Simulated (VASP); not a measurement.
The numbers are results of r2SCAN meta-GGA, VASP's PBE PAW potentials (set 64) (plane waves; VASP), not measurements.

VASP input:

POSCAR:
```
Sr
1
   -3.7051957357     3.7051957357     2.0170786806
    3.7051957357    -3.7051957357     2.0170786806
    3.7051957357     3.7051957357    -2.0170786806
Sr
2
Direct
  0.7500000000   0.2500000000   0.5000000000
  0.0000000000   0.0000000000   0.0000000000
```

**INCAR**
```
# general
SYSTEM  = Sr
PREC    = Accurate
ENCUT   = 400   # plane-wave cut-off (eV)
LREAL   = .FALSE.
LASPH   = .TRUE.   # aspherical one-centre terms

# electronic loop
EDIFF   = 1E-6
NELM    = 100   # most electronic steps
ALGO    = Normal   # blocked Davidson
LMAXMIX = 4   # l cut-off of mixed one-centre charges
LMIXTAU = .TRUE.

# smearing
ISMEAR  = 1   # Methfessel-Paxton
SIGMA   = 0.1

# functional
METAGGA = R2SCAN

# ions
IBRION  = 2   # conjugate gradients
NSW     = 60
ISIF    = 3   # ions, shape and volume
EDIFFG  = -0.01   # ionic stop

# output
LWAVE   = .FALSE.
LCHARG  = .FALSE.
```

### KPOINTS
```
Automatic
0
Gamma
9 9 9
0 0 0
```

POTCAR, in this order: Sr_sv (PBE.64 set). Program: vasp_std.

The run wrote:

File OSZICAR:
```
       N       E                     dE             d eps       ncg     rms          rms(c)
DAV:   1     0.698749915337E+02    0.69875E+02   -0.85481E+03  2100   0.104E+03
DAV:   2    -0.285253932925E+02   -0.98400E+02   -0.97429E+02  2578   0.242E+02
DAV:   3    -0.368488155665E+02   -0.83234E+01   -0.82675E+01  4152   0.493E+01
DAV:   4    -0.370834658764E+02   -0.23465E+00   -0.23414E+00  2746   0.737E+00
DAV:   5    -0.370919404216E+02   -0.84745E-02   -0.84738E-02  3544   0.982E-01    0.117E+01
DAV:   6    -0.311671249773E+02    0.59248E+01   -0.85489E+00  3150   0.118E+01    0.969E+00
DAV:   7    -0.296893714128E+02    0.14778E+01   -0.48035E-01  2730   0.603E+00    0.726E+00
DAV:   8    -0.319756316864E+02   -0.22863E+01   -0.16629E+00  2208   0.628E+00    0.255E+00
DAV:   9    -0.296773927188E+02    0.22982E+01   -0.17520E+00  2100   0.645E+00    0.497E-01
DAV:  10    -0.297059386268E+02   -0.28546E-01   -0.18741E-01  2286   0.502E+00    0.483E-01
DAV:  11    -0.297219881586E+02   -0.16050E-01   -0.12345E-02  4002   0.104E+00    0.186E-01
DAV:  12    -0.296990245949E+02    0.22964E-01   -0.48073E-02  2148   0.225E+00    0.462E-01
DAV:  13    -0.297065835988E+02   -0.75590E-02   -0.39457E-02  2136   0.232E+00    0.208E-01
DAV:  14    -0.297024243969E+02    0.41592E-02   -0.70615E-03  2160   0.104E+00    0.100E-01
DAV:  15    -0.296985224083E+02    0.39020E-02   -0.95719E-03  2262   0.868E-01    0.186E-01
DAV:  16    -0.296979258442E+02    0.59656E-03   -0.36124E-03  2562   0.592E-01    0.690E-02
DAV:  17    -0.296979626053E+02   -0.36761E-04   -0.14288E-04  2846   0.797E-02    0.805E-02
DAV:  18    -0.296980002432E+02   -0.37638E-04   -0.23518E-05  2604   0.329E-02    0.846E-02
DAV:  19    -0.296980411081E+02   -0.40865E-04   -0.21363E-04  2202   0.170E-01    0.386E-02
DAV:  20    -0.296980311294E+02    0.99787E-05   -0.40071E-05  2490   0.631E-02    0.569E-02
DAV:  21    -0.296980651055E+02   -0.33976E-04   -0.48093E-05  2196   0.528E-02    0.409E-02
DAV:  22    -0.296980132726E+02    0.51833E-04   -0.51907E-05  2184   0.718E-02    0.475E-02
DAV:  23    -0.296980258325E+02   -0.12560E-04   -0.22438E-05  2208   0.460E-02    0.260E-02
DAV:  24    -0.296980131023E+02    0.12730E-04   -0.32360E-06  1716   0.184E-02    0.115E-02
DAV:  25    -0.296980159658E+02   -0.28635E-05   -0.11961E-06  1872   0.104E-02    0.627E-03
DAV:  26    -0.296980141096E+02    0.18562E-05   -0.15884E-06  1584   0.165E-02    0.261E-03
DAV:  27    -0.296980150010E+02   -0.89139E-06   -0.48604E-07  1182   0.105E-02
   1 F= -.29698015E+02 E0= -.29697740E+02  d E =-.296980E+02
```

File OUTCAR:
```
------------------------ aborting loop because EDIFF is reached ----------------------------------------
  FORCE on cell =-STRESS in cart. coord.  units (eV):
  Direction    XX          YY          ZZ          XY          YZ          ZX
  --------------------------------------------------------------------------------------
  Total        0.0072205      0.0072205      0.0175681      0.0000000      0.0000000     -0.0000000
  in kB        0.1044416      0.1044416      0.2541153      0.0000000      0.0000000     -0.0000000
  external PRESSURE =       0.1543329 kB  Pullay stress =       0.0000000 kB
  volume of cell :      110.77
      direct lattice vectors                 reciprocal lattice vectors
    -3.705195736  3.705195736  2.017078681     0.000000000  0.134945637  0.247883241
     3.705195736 -3.705195736  2.017078681     0.134945637  0.000000000  0.247883241
     3.705195736  3.705195736 -2.017078681     0.134945637  0.134945637  0.000000000
 POSITION                                       TOTAL-FORCE (eV/Angst)
 -----------------------------------------------------------------------------------
      0.00000      3.70520      1.00854         0.000000     -0.000000     -0.000000
      0.00000      0.00000      0.00000        -0.000000      0.000000      0.000000
 -----------------------------------------------------------------------------------
    total drift:                               -0.000000      0.000000     -0.000000
  FREE ENERGIE OF THE ION-ELECTRON SYSTEM (eV)
  ---------------------------------------------------
  free  energy   TOTEN  =       -29.6980150010 eV

  energy  without entropy=      -29.6971892724  energy(sigma->0) =      -29.69773976

 reached required accuracy - stopping structural energy minimisation
```
(Selected blocks of OUTCAR.)

**OUTCAR**
```
 val. band max:        1.4076883697   @ k =  -0.1111  -0.4444   0.1111

 cond. band min:       1.4333986224   @ k =  -0.2222  -0.3333   0.2222


 Fermi energy:         1.4288091230

 k-point     1 :       0.0000    0.0000    0.0000
  band No.  band energies     occupation
      1     -36.6895      2.00000
      2     -36.6506      2.00000
      3     -18.1526      2.00000
      4     -18.1526      2.00000
      5     -17.9377      2.00000
      6     -17.9345      2.00000
      7     -17.9179      2.00000
      8     -17.9179      2.00000
      9      -2.1513      2.00000
     10       1.1035      2.00004
     11       2.3811     -0.00000
     12       2.8486     -0.00000
     13       3.4793      0.00000
     14       4.2694      0.00000

 k-point     2 :       0.1111    0.0000   -0.0000
  band No.  band energies     occupation
      1     -36.6873      2.00000
      2     -36.6504      2.00000
      3     -18.1506      2.00000
      4     -18.1425      2.00000
      5     -17.9609      2.00000
      6     -17.9565      2.00000
      7     -17.9217      2.00000
      8     -17.9162      2.00000
      9      -1.9496      2.00000
     10       1.2070      2.00742
     11       2.4888     -0.00000
     12       2.9229     -0.00000
     13       3.5024      0.00000
     14       3.7748      0.00000

 k-point     3 :       0.2222    0.0000    0.0000
  band No.  band energies     occupation
      1     -36.6816      2.00000
      2     -36.6500      2.00000
      3     -18.1456      2.00000
      4     -18.1189      2.00000
      5     -18.0183      2.00000
      6     -18.0052      2.00000
      7     -17.9366      2.00000
      8     -17.9119      2.00000
      9      -1.3745      2.00000
     10       1.4414      0.78950
     11       2.4740     -0.00000
     12       2.8910     -0.00000
     13       3.1672     -0.00000
     14       3.6469      0.00000

 k-point     4 :       0.3333    0.0000    0.0000
  band No.  band energies     occupation
...
```

The structure was generated: Sr was put into the beta-Sn type (I4_1/amd), which need not be its known phase. It was relaxed first, which changed the volume by -6 %. The start is the result of an earlier pass.
